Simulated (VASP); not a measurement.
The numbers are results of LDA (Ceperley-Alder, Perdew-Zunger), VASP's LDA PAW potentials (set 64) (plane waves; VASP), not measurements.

Input for VASP

File POSCAR:
```
NaLiZnS2
1
    3.9820600000     0.0000000000     0.0000000000
   -1.9910300000     3.4485650000     0.0000000000
    0.0000000000     0.0000000000     6.8238500000
Na Li Zn S
1 1 1 2
Direct
  0.0000000000   0.0000000000   0.0261600000
  0.3333330000   0.6666670000   0.3566500000
  0.6666670000   0.3333330000   0.6116300000
  0.3333330000   0.6666670000   0.7338100000
  0.6666670000   0.3333330000   0.2717400000
```

KPOINTS:
```
kpoints
0
Gamma
 10 10 5
```

**INCAR**
```
ALGO=Normal
EDIFF=1E-6
ENCUT=400
ISIF=2
ISMEAR=0
LASPH=.TRUE.
LCHARG=.FALSE.
LMAXMIX=4
LREAL=.FALSE.
LWAVE=.FALSE.
NELM=100
PREC=Accurate
SIGMA=0.01
SYSTEM=NaLiZnS2
```

POTCAR, in this order: Na_pv Li_sv Zn S (LDA.64 set). Program: vasp_std.

Q: What will the output report for the number of irreducible k-points (NKPTS), largest plane-wave count, number of space-group operations, FFT grid (NGX, NGY, NGZ)?

A: 
```yaml
number of irreducible k-points (NKPTS): 58
largest_plane_wave_count: 1732
number_of_space_group_operations: 6
FFT grid (NGX, NGY, NGZ): 28 × 28 × 48
```

The structure comes from a computed database's NaLiZnS2 entry (P3m1); how it stands against other phases isn't given here. The cell was not relaxed at this level. The run is one of a series of settings (GGA removed, POTCAR Na_pv Li_sv Zn S (LDA.64 set) against the base run), some of them coarse on purpose.
